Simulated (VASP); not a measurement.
VASP runs on AgB (space group Pm-3m) share one base input (PBE GGA, plane waves, VASP's PBE PAW potentials (set 64)) and change the settings named in each case.

File KPOINTS:
```
Regular mesh
0
G
  6 6 6
0 0 0
```

INCAR:
```
# general
SYSTEM  = AgB
PREC    = Accurate
ENCUT   = 400
LREAL   = .FALSE.
LASPH   = .TRUE.

# electronic loop
EDIFF   = 1E-6
NELM    = 100
ALGO    = Normal
LMAXMIX = 4

# smearing
ISMEAR  = 0
SIGMA   = 0.2

# functional
GGA     = PE

# ions
ISIF    = 2

# output
LWAVE   = .FALSE.
LCHARG  = .FALSE.
```

File POSCAR:
```
AgB
1
    2.9340840000     0.0000000000     0.0000000000
    0.0000000000     2.9340840000     0.0000000000
    0.0000000000     0.0000000000     2.9340840000
Ag B
1 1
Direct
  0.0000000000   0.0000000000   0.0000000000
  0.5000000000   0.5000000000   0.5000000000
```

POTCAR, in this order: Ag B (PBE.64 set). Program: vasp_std.

| change | E(σ→0) (eV/atom) | pressure (GPa) | −TS (eV) |
|---|---|---|---|
| base run | -3.3142 | -3.12 | -0.0290 |
| GGA = PS | -3.8228 | -9.39 | -0.0291 |
| GGA_COMPAT = .FALSE., LNONCOLLINEAR = .TRUE., LSORBIT = .TRUE., MAGMOM = 0.0 0.0 0.0 0.0 0.0 0.0, program vasp_ncl | -3.3302 | -3.31 | -0.0289 |
| KPOINTS 8×8×8 Γ-centred mesh | -3.3141 | -4.03 | -0.0263 |
 Energies of different potentials or functionals have different zeros.  At 400 eV the pressure can carry a Pulay error.

Left out are runs that ran out of time, are held back, or changed the cell or the kind of run, fixed moments of cells without a moment, rows past the twelfth, gaps on odd meshes, pressures of charged cells and columns that move by less than the noise.

The structure was generated: AgB was put into an ordered model structure, which need not be its known phase. The cell was not relaxed at this level.
